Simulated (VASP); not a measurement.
Calculation: LDA (Ceperley-Alder, Perdew-Zunger), VASP's LDA PAW potentials (set 64) (plane waves; VASP).

VASP input:

### POSCAR
```
ZrC
1
    0.0000000000     2.3228405768     2.3228405768
    2.3228405768     0.0000000000     2.3228405768
    2.3228405768     2.3228405768     0.0000000000
Zr C
1 1
Direct
  0.0000000000   0.0000000000   0.0000000000
  0.5000000000   0.5000000000   0.5000000000
```

INCAR:
```
LCHARG  =  .False.
NELM  =  100
IBRION  =  6   ! finite differences
LREAL  =  .False.   ! projection in real space or not
LMAXMIX  =  4   ! l cut-off of mixed one-centre charges
ISMEAR  =  1   ! Methfessel-Paxton
SIGMA  =  0.1   ! width (eV)
NFREE  =  2
EDIFF  =  1E-7
PREC  =  Accurate
LASPH  =  .True.   ! aspherical one-centre terms
ISIF  =  3
NSW  =  1
POTIM  =  0.015   ! step
LWAVE  =  .False.
ALGO  =  Normal
ENCUT  =  650   ! plane-wave cut-off (eV)
SYSTEM  =  ZrC
```

**KPOINTS**
```
Regular mesh
0
G
  12 12 12
```

POTCAR, in this order: Zr_sv C (LDA.64 set). Program: vasp_std.

The run wrote:

**OUTCAR**
```
 ion  position               nearest neighbor table
   1  0.000  0.000  0.000-   2 2.32   2 2.32   2 2.32   2 2.32   2 2.32   2 2.32
   2  0.500  0.500  0.500-   1 2.32   1 2.32   1 2.32   1 2.32   1 2.32   1 2.32
  LATTYP: Found a face centered cubic cell.
 ALAT       =     4.6456811536
 Subroutine PRICEL returns:
 Original cell was already a primitive cell.
 Subroutine GETGRP returns: Found 48 space group operations
The static configuration has the point symmetry O_h .
The dynamic configuration has the point symmetry O_h .
 Subroutine INISYM returns: Found 48 space group operations
 Subroutine IBZKPT returns following result:
 Found     72 irreducible k-points:

 Following reciprocal coordinates:
            Coordinates               Weight
  0.000000  0.000000  0.000000      1.000000
  0.083333  0.000000  0.000000      8.000000
  0.166667  0.000000  0.000000      8.000000
  0.250000  0.000000  0.000000      8.000000
  0.333333  0.000000  0.000000      8.000000
  0.416667  0.000000  0.000000      8.000000
  0.500000  0.000000  0.000000      4.000000
  0.083333  0.083333  0.000000      6.000000
  0.166667  0.083333  0.000000     24.000000
  0.250000  0.083333  0.000000     24.000000
  0.333333  0.083333  0.000000     24.000000
  0.416667  0.083333  0.000000     24.000000
  0.500000  0.083333  0.000000     24.000000
 -0.416667  0.083333  0.000000     24.000000
 -0.333333  0.083333  0.000000     24.000000
 -0.250000  0.083333  0.000000     24.000000
 -0.166667  0.083333  0.000000     24.000000
 -0.083333  0.083333  0.000000     12.000000
  0.166667  0.166667  0.000000      6.000000
  0.250000  0.166667  0.000000     24.000000
  0.333333  0.166667  0.000000     24.000000
  0.416667  0.166667  0.000000     24.000000
  0.500000  0.166667  0.000000     24.000000
 -0.416667  0.166667  0.000000     24.000000
 -0.333333  0.166667  0.000000     24.000000
 -0.250000  0.166667  0.000000     24.000000
 -0.166667  0.166667  0.000000     12.000000
  0.250000  0.250000  0.000000      6.000000
  0.333333  0.250000  0.000000     24.000000
  0.416667  0.250000  0.000000     24.000000
  0.500000  0.250000  0.000000     24.000000
 -0.416667  0.250000  0.000000     24.000000
 -0.333333  0.250000  0.000000     24.000000
 -0.250000  0.250000  0.000000     12.000000
  0.333333  0.333333  0.000000      6.000000
  0.416667  0.333333  0.000000     24.000000
  0.500000  0.333333  0.000000     24.000000
 -0.416667  0.333333  0.000000     24.000000
 -0.333333  0.333333  0.000000     12.000000
  0.416667  0.416667  0.000000      6.000000
 Subroutine IBZKPT_HF returns following result:
   k-points           NKPTS =     72   k-points in BZ     NKDIM =     72   number of bands    NBANDS=     12
   number of dos      NEDOS =    301   number of ions     NIONS =      2
   total plane-waves  NPLWV =  21952
   dimension x,y,z NGX =    28 NGY =   28 NGZ =   28
   dimension x,y,z NGXF=    56 NGYF=   56 NGZF=   56
   ions per type =               1   1
   PREC   = accura    normal or accurate (medium, high low for compatibility)
   ISTART =      0    job   : 0-new  1-cont  2-samecut
   ICHARG =      2    charge: 1-file 2-atom 10-const
   ISPIN  =      1    spin polarized calculation?
   LNONCOLLINEAR =      F non collinear calculations
   LSORBIT =      F    spin-orbit coupling
   INIWAV =      1    electr: 0-lowe 1-rand  2-diag
   ENCUT  =  650.0 eV  47.77 Ry    6.91 a.u.   6.83  6.83  6.83*2*pi/ulx,y,z
   NELM   =    100;   NELMIN=  2; NELMDL= -5     # of ELM steps
   EDIFF  = 0.1E-06   stopping-criterion for ELM
   LREAL  =      F    real-space projection
   NLSPLINE    = F    spline interpolate recip. space projectors
...
```

OSZICAR:
```
...
DAV:   7    -0.212758417459E+02   -0.77976E-06   -0.30623E-06 14380   0.233E-02    0.152E-03
DAV:   8    -0.212758417661E+02   -0.20244E-07   -0.10206E-07  8596   0.372E-03
   8 F= -.21275842E+02 E0= -.21275719E+02  d E =-.369360E-03
       N       E                     dE             d eps       ncg     rms          rms(c)
DAV:   1    -0.213004245505E+02   -0.24583E-01   -0.10685E+00 11520   0.105E+01    0.959E-01
DAV:   2    -0.212825666027E+02    0.17858E-01   -0.23233E-02 12016   0.167E+00    0.507E-01
DAV:   3    -0.212758423359E+02    0.67243E-02   -0.11669E-02 12616   0.129E+00    0.766E-02
DAV:   4    -0.212758443702E+02   -0.20343E-05   -0.33748E-04 13232   0.210E-01    0.248E-02
DAV:   5    -0.212758419164E+02    0.24538E-05   -0.14989E-05 14628   0.416E-02    0.737E-03
DAV:   6    -0.212758418021E+02    0.11433E-06   -0.85319E-07 13836   0.953E-03    0.400E-03
DAV:   7    -0.212758417745E+02    0.27531E-07   -0.66014E-08  8364   0.293E-03
   9 F= -.21275842E+02 E0= -.21275719E+02  d E =-.369371E-03
       N       E                     dE             d eps       ncg     rms          rms(c)
DAV:   1    -0.212696881168E+02    0.61537E-02   -0.10043E+00 11696   0.102E+01    0.610E-01
DAV:   2    -0.212686638029E+02    0.10243E-02   -0.17077E-02 12216   0.135E+00    0.348E-01
DAV:   3    -0.212734671367E+02   -0.48033E-02   -0.63665E-03 13324   0.954E-01    0.647E-02
DAV:   4    -0.212747709087E+02   -0.13038E-02   -0.25003E-04 13036   0.185E-01    0.217E-02
DAV:   5    -0.212756384099E+02   -0.86750E-03   -0.28159E-05 13888   0.589E-02    0.518E-03
DAV:   6    -0.212757630153E+02   -0.12461E-03   -0.13791E-06 14288   0.120E-02    0.293E-03
DAV:   7    -0.212758294067E+02   -0.66391E-04   -0.16491E-07 10904   0.357E-03    0.461E-04
DAV:   8    -0.212758382560E+02   -0.88494E-05   -0.15107E-08  6456   0.112E-03    0.198E-04
DAV:   9    -0.212758413167E+02   -0.30607E-05   -0.28343E-09  6008   0.495E-04    0.253E-05
DAV:  10    -0.212758416685E+02   -0.35176E-06   -0.85355E-10  5880   0.218E-04    0.159E-05
DAV:  11    -0.212758417083E+02   -0.39857E-07   -0.35333E-10  5828   0.128E-04
  10 F= -.21275842E+02 E0= -.21275719E+02  d E =-.369382E-03
       N       E                     dE             d eps       ncg     rms          rms(c)
DAV:   1    -0.213006049008E+02   -0.24763E-01   -0.10782E+00 11508   0.107E+01    0.960E-01
DAV:   2    -0.212825609632E+02    0.18044E-01   -0.21827E-02 12320   0.166E+00    0.507E-01
DAV:   3    -0.212758424260E+02    0.67185E-02   -0.11535E-02 12776   0.129E+00    0.770E-02
DAV:   4    -0.212758449579E+02   -0.25319E-05   -0.29625E-04 13260   0.196E-01    0.404E-02
DAV:   5    -0.212758418252E+02    0.31327E-05   -0.13850E-05 14584   0.303E-02    0.846E-03
DAV:   6    -0.212758418012E+02    0.23936E-07   -0.11498E-06 13592   0.115E-02    0.313E-03
DAV:   7    -0.212758417627E+02    0.38545E-07   -0.70535E-08  8988   0.346E-03
  11 F= -.21275842E+02 E0= -.21275719E+02  d E =-.369381E-03
       N       E                     dE             d eps       ncg     rms          rms(c)
DAV:   1    -0.212878813563E+02   -0.12040E-01   -0.93117E-01 11752   0.973E+00    0.604E-01
DAV:   2    -0.212803866515E+02    0.74947E-02   -0.14302E-02 12456   0.131E+00    0.346E-01
DAV:   3    -0.212759832860E+02    0.44034E-02   -0.62878E-03 13508   0.963E-01    0.568E-02
DAV:   4    -0.212758717173E+02    0.11157E-03   -0.25552E-04 12752   0.190E-01    0.163E-02
DAV:   5    -0.212758460500E+02    0.25667E-04   -0.22911E-05 14692   0.520E-02    0.495E-03
DAV:   6    -0.212758434705E+02    0.25795E-05   -0.10910E-06 13676   0.113E-02    0.264E-03
DAV:   7    -0.212758418014E+02    0.16691E-05   -0.22770E-07 13620   0.405E-03    0.455E-04
DAV:   8    -0.212758417379E+02    0.63559E-07   -0.12736E-08  6428   0.104E-03
  12 F= -.21275842E+02 E0= -.21275719E+02  d E =-.369389E-03
       N       E                     dE             d eps       ncg     rms          rms(c)
DAV:   1    -0.213006005451E+02   -0.24759E-01   -0.10846E+00 11604   0.107E+01    0.960E-01
DAV:   2    -0.212825559631E+02    0.18045E-01   -0.21799E-02 12760   0.165E+00    0.507E-01
DAV:   3    -0.212758415332E+02    0.67144E-02   -0.11574E-02 12736   0.129E+00    0.765E-02
DAV:   4    -0.212758430288E+02   -0.14957E-05   -0.30832E-04 13384   0.203E-01    0.277E-02
DAV:   5    -0.212758417329E+02    0.12959E-05   -0.10134E-05 14708   0.310E-02    0.656E-03
DAV:   6    -0.212758417731E+02   -0.40222E-07   -0.48805E-07 13804   0.609E-03
  13 F= -.21275842E+02 E0= -.21275719E+02  d E =-.369296E-03
       N       E                     dE             d eps       ncg     rms          rms(c)
DAV:   1    -0.212749040282E+02    0.93770E-03   -0.11349E+00  3932   0.135E+01    0.395E-01
DAV:   2    -0.212759510673E+02   -0.10470E-02   -0.27404E-02  4564   0.194E+00    0.243E-01
DAV:   3    -0.212770287426E+02   -0.10777E-02   -0.33543E-03  4648   0.710E-01    0.264E-02
DAV:   4    -0.212775167988E+02   -0.48806E-03   -0.16039E-04  4900   0.138E-01    0.964E-03
DAV:   5    -0.212776389881E+02   -0.12219E-03   -0.70678E-06  4936   0.237E-02    0.144E-03
DAV:   6    -0.212776561562E+02   -0.17168E-04   -0.40235E-07  4752   0.564E-03    0.773E-04
DAV:   7    -0.212776645733E+02   -0.84170E-05   -0.41952E-08  2756   0.187E-03    0.200E-04
DAV:   8    -0.212776663292E+02   -0.17560E-05   -0.84907E-09  2304   0.739E-04    0.861E-05
DAV:   9    -0.212776665081E+02   -0.17886E-06   -0.18684E-09  2184   0.367E-04    0.327E-05
DAV:  10    -0.212776666380E+02   -0.12993E-06   -0.71263E-10  2064   0.192E-04    0.111E-05
DAV:  11    -0.212776666489E+02   -0.10859E-07   -0.32115E-10  2036   0.136E-04
  14 F= -.21277667E+02 E0= -.21277497E+02  d E =-.509266E-03
       N       E                     dE             d eps       ncg     rms          rms(c)
DAV:   1    -0.212733212524E+02    0.43454E-02   -0.19757E+00  3916   0.186E+01    0.208E-01
DAV:   2    -0.212777644215E+02   -0.44432E-02   -0.50552E-02  4536   0.266E+00    0.110E-01
DAV:   3    -0.212776816541E+02    0.82767E-04   -0.44606E-04  5432   0.206E-01    0.475E-02
DAV:   4    -0.212776665593E+02    0.15095E-04   -0.43354E-05  4820   0.642E-02    0.875E-03
DAV:   5    -0.212776666308E+02   -0.71543E-07   -0.19286E-06  4856   0.137E-02    0.309E-03
DAV:   6    -0.212776666505E+02   -0.19726E-07   -0.24337E-07  4340   0.405E-03
  15 F= -.21277667E+02 E0= -.21277497E+02  d E =-.509266E-03
       N       E                     dE             d eps       ncg     rms          rms(c)
DAV:   1    -0.212763581232E+02    0.13085E-02   -0.11289E+00  3912   0.134E+01    0.110E-01
DAV:   2    -0.212777642160E+02   -0.14061E-02   -0.18995E-02  4448   0.171E+00    0.595E-02
DAV:   3    -0.212776669827E+02    0.97233E-04   -0.38624E-04  4824   0.185E-01    0.194E-02
DAV:   4    -0.212776676260E+02   -0.64332E-06   -0.31753E-05  4684   0.532E-02    0.101E-02
DAV:   5    -0.212776670129E+02    0.61312E-06   -0.20702E-06  6484   0.165E-02    0.204E-03
DAV:   6    -0.212776670019E+02    0.10995E-07   -0.11988E-07  3220   0.389E-03
  16 F= -.21277667E+02 E0= -.21277497E+02  d E =-.509280E-03
       N       E                     dE             d eps       ncg     rms          rms(c)
DAV:   1    -0.212790085031E+02   -0.13415E-02   -0.14625E+00  3928   0.823E+00    0.198E-01
DAV:   2    -0.212781411206E+02    0.86738E-03   -0.10169E-02  5224   0.727E-01    0.100E-01
DAV:   3    -0.212776618631E+02    0.47926E-03   -0.14214E-03  4580   0.299E-01    0.240E-02
DAV:   4    -0.212776695107E+02   -0.76476E-05   -0.14677E-04  4760   0.885E-02    0.185E-02
DAV:   5    -0.212776673766E+02    0.21342E-05   -0.37968E-06  4628   0.224E-02    0.881E-03
DAV:   6    -0.212776670128E+02    0.36376E-06   -0.80885E-07  4492   0.956E-03    0.154E-03
DAV:   7    -0.212776669997E+02    0.13131E-07   -0.80672E-08  2400   0.335E-03
  17 F= -.21277667E+02 E0= -.21277497E+02  d E =-.509278E-03
```

### OUTCAR
```
------------------------ aborting loop because EDIFF is reached ----------------------------------------
  FORCE on cell =-STRESS in cart. coord.  units (eV):
  Direction    XX          YY          ZZ          XY          YZ          ZX
  --------------------------------------------------------------------------------------
  Total       -0.0009150     -0.0109093     -0.0109093      0.0000000      0.0000000      0.0000000
  in kB       -0.0584870     -0.6972994     -0.6972994      0.0000000      0.0000000      0.0000000
  external PRESSURE =      -0.4843619 kB  Pullay stress =       0.0000000 kB
  volume of cell :       25.07
      direct lattice vectors                 reciprocal lattice vectors
     0.000000000  2.322840577  2.322840577    -0.215253688  0.215253688  0.215253688
     2.322840577  0.000000000  2.322840577     0.215253688 -0.215253688  0.215253688
     2.322840577  2.322840577  0.000000000     0.215253688  0.215253688 -0.215253688
 POSITION                                       TOTAL-FORCE (eV/Angst)
 -----------------------------------------------------------------------------------
      0.00000      0.00000      0.00000        -0.115014      0.000000      0.000000
      2.30784      2.32284      2.32284         0.115014      0.000000      0.000000
 -----------------------------------------------------------------------------------
    total drift:                               -0.000118      0.000000      0.000000
  FREE ENERGIE OF THE ION-ELECTRON SYSTEM (eV)
  ---------------------------------------------------
  free  energy   TOTEN  =       -21.2776669997 eV

  energy  without entropy=      -21.2771577217  energy(sigma->0) =      -21.27749724

   1 f  =   13.289645 THz    83.501305 2PiTHz  443.294854 cm-1    54.961532 meV
             X         Y         Z           dx          dy          dz
      0.000000  0.000000  0.000000     0.000000    0.000000   -0.341110
      2.322841  2.322841  2.322841     0.000000    0.000000    0.940023

   2 f  =   13.289645 THz    83.501305 2PiTHz  443.294854 cm-1    54.961532 meV
             X         Y         Z           dx          dy          dz
      0.000000  0.000000  0.000000     0.241201    0.241201    0.000000
      2.322841  2.322841  2.322841    -0.664697   -0.664697    0.000000

   3 f  =   13.289645 THz    83.501305 2PiTHz  443.294854 cm-1    54.961532 meV
             X         Y         Z           dx          dy          dz
      0.000000  0.000000  0.000000     0.241201   -0.241201   -0.000000
      2.322841  2.322841  2.322841    -0.664697    0.664697   -0.000000

   4 f/i=    0.000199 THz     0.001253 2PiTHz    0.006654 cm-1     0.000825 meV
             X         Y         Z           dx          dy          dz
      0.000000  0.000000  0.000000     0.056765    0.483923   -0.803891
      2.322841  2.322841  2.322841     0.020598    0.175603   -0.291711

   5 f/i=    0.000199 THz     0.001253 2PiTHz    0.006654 cm-1     0.000825 meV
             X         Y         Z           dx          dy          dz
      0.000000  0.000000  0.000000     0.705363    0.509095    0.356271
      2.322841  2.322841  2.322841     0.255958    0.184737    0.129281

   6 f/i=    0.000199 THz     0.001253 2PiTHz    0.006654 cm-1     0.000825 meV
             X         Y         Z           dx          dy          dz
      0.000000  0.000000  0.000000     0.618777   -0.624728   -0.332378
      2.322841  2.322841  2.322841     0.224538   -0.226697   -0.120611

 ELASTIC MODULI CONTR FROM IONIC RELAXATION (kBar)
 Direction    XX          YY          ZZ          XY          YZ          ZX
 --------------------------------------------------------------------------------
 XX           0.0000      0.0000      0.0000      0.0000      0.0000      0.0000
 YY           0.0000      0.0000      0.0000      0.0000      0.0000      0.0000
 ZZ           0.0000      0.0000      0.0000      0.0000      0.0000      0.0000
 XY           0.0000      0.0000      0.0000      0.0000      0.0000      0.0000
 YZ           0.0000      0.0000      0.0000      0.0000      0.0000      0.0000
 ZX           0.0000      0.0000      0.0000      0.0000      0.0000      0.0000
 --------------------------------------------------------------------------------

 TOTAL ELASTIC MODULI (kBar)
 Direction    XX          YY          ZZ          XY          YZ          ZX
 --------------------------------------------------------------------------------
 XX        5060.9951   1155.5029   1155.5029     -0.0000      0.0000      0.0000
 YY        1155.5029   5060.9951   1155.5029      0.0000     -0.0000      0.0000
 ZZ        1155.5029   1155.5029   5060.9951      0.0000      0.0000      0.0000
 XY          -0.0000      0.0000      0.0000   1538.4842      0.0000      0.0000
 YZ           0.0000     -0.0000      0.0000      0.0000   1538.4842     -0.0000
 ZX           0.0000      0.0000      0.0000      0.0000     -0.0000   1538.4842
 --------------------------------------------------------------------------------
```
(Selected blocks of OUTCAR.)

Finite-difference elastic constants of metals are sensitive to mesh and smearing; shear constants can be off by tens of GPa.

The compound is ZrC in the rock salt structure. It was relaxed first.
